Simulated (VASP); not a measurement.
Si2WC3:

```xyz
12
Lattice="6.1255 -0.0342 -0.1149 -1.5462 2.5984 0.0125 -0.1542 -0.0503 8.1419" Properties=species:S:1:pos:R:3 pbc="T T T"
Si    4.4822    2.3606    7.2529
Si    1.4393    2.5236    7.1685
Si   -0.1385    1.6403    4.6582
Si    3.2058    1.6442    4.5597
W     4.4866    2.4419    1.7038
W     1.3201    2.5487    1.5480
C     0.1752    1.6967    0.1059
C     3.1200    1.8899    0.0850
C     5.9628   -0.0611    5.2288
C     2.9876   -0.0488    5.4405
C    -0.0271    1.7771    2.9343
C     2.9442    1.7302    2.8195
```

The cell was built by a generator and needn't be a form met in nature.

```yaml
Program: VASP 6.6.1
Task: relaxation of cell and atoms
Functional: PBE
Potentials_or_basis: VASP PAW PBE potentials, release 64 (Si, W_sv, C)
Cutoff: 520 eV
k_mesh: 7 × 7 × 2
Occupations: gaussian, width 0.05 eV
Spin: no spin polarisation
```

At the start: pressure 4.4 GPa; volume 10.76 Å³/atom.

Problem. How do energy, volume and symmetry change on relaxing?

Solution. Over 20 steps the energy falls by 290.4 meV/atom and the volume is 10.61 Å³/atom (-1.4 %); space group P3m1 (No. 156, to 0.05 Å).

Step by step:
| step | energy change (eV) | largest force (eV/Å) | pressure (GPa) | volume (Å³) |
| --- | --- | --- | --- | --- |
| 1 | 0.0000 | 7.6167 | 4.42 | 129.11 |
| 2 | -1.3939 | 5.2034 | -6.01 | 134.58 |
| 3 | -2.4910 | 2.9987 | -6.65 | 132.07 |
| 4 | -3.0530 | 2.2777 | 6.10 | 125.21 |
| 5 | -3.1768 | 1.5839 | 1.65 | 127.14 |
| 6 | -3.3933 | 0.7096 | -0.80 | 127.75 |
| 7 | -3.4001 | 0.5998 | -0.57 | 127.66 |
| 8 | -3.4504 | 0.4470 | 0.28 | 127.19 |
| 9 | -3.4506 | 0.4743 | 0.34 | 127.16 |
| 10 | -3.4685 | 0.3760 | 0.29 | 127.26 |
| 11 | -3.4699 | 0.2429 | 0.28 | 127.24 |
| 12 | -3.4782 | 0.1646 | -0.40 | 127.55 |
| 13 | -3.4782 | 0.1625 | -0.39 | 127.54 |
| 14 | -3.4817 | 0.0947 | 0.22 | 127.28 |
| 15 | -3.4817 | 0.1045 | 0.26 | 127.25 |
| 16 | -3.4832 | 0.0836 | -0.04 | 127.41 |
| 17 | -3.4832 | 0.0992 | -0.17 | 127.46 |
| 18 | -3.4840 | 0.0401 | -0.02 | 127.38 |
| 19 | -3.4840 | 0.0474 | 0.02 | 127.36 |
| 20 | -3.4843 | 0.0244 | 0.03 | 127.36 |

Final structure:
```
Si W C
1.0
     6.02831    0.00011   -0.00020
    -1.50776    2.61009    0.00014
    -0.00095   -0.00068    8.09419
Si W C
4 2 6
Direct
  0.00298 0.99601 0.89798
  0.50307 0.99532 0.89797
  0.16993 0.66161 0.58323
  0.66978 0.66143 0.58336
  0.00241 0.99680 0.20318
  0.50244 0.99672 0.20317
  0.16948 0.66318 0.00270
  0.66948 0.66242 0.00276
  0.00315 0.99487 0.67059
  0.50315 0.99468 0.67069
  0.16920 0.66343 0.35734
  0.66899 0.66318 0.35744
```
